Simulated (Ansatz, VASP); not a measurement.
**One calculation of TaAl4, two programs**

```
CELL_PARAMETERS angstrom
-1.81927 1.81927 6.66195
1.81927 -1.81927 6.66195
1.81927 1.81927 -6.66195
ATOMIC_POSITIONS crystal
Ta 0.00000 0.00000 0.00000
Al 0.40539 0.40539 0.00000
Al 0.25000 0.75000 0.50000
Al 0.75000 0.25000 0.50000
Al 0.59461 0.59461 0.00000
```

Change from the starting cell: species swapped into the SmAl4 type (I4/mmm, No. 139).

Alike in both runs: functional PBE; k mesh 6 × 6 × 6; occupations gaussian, width 0.1 eV; no spin polarisation.

Ansatz relaxed the structure, and its values are those at the end. VASP's run is a single point on that final structure, the one shown.

```csv
,VASP,Ansatz
version,VASP 6.6.1,Ansatz 0.2.0
potentials or method,"VASP PAW PBE potentials, release 64 (Ta_pv, Al)","scalar-relativistic, plane waves, PAW"
plane-wave cutoff (eV),520,420
valence electrons in the cell,23,25
```

|  | VASP | Ansatz | Ansatz less VASP |
| --- | --- | --- | --- |
| gap on the k mesh at the Fermi level (eV) | none | none | - |
| pressure (GPa) | 0.1 | 0.1 | +0.01 |

A gap of «none» marks a metal or a gap that the smearing closes. The two sets of potentials don't hold the same shells in valence.

Caveats: the k mesh is coarse (spacing up to 0.41 Å⁻¹), so the values aren't converged. The runs have no spin-orbit coupling, so splittings on Ta are missing.
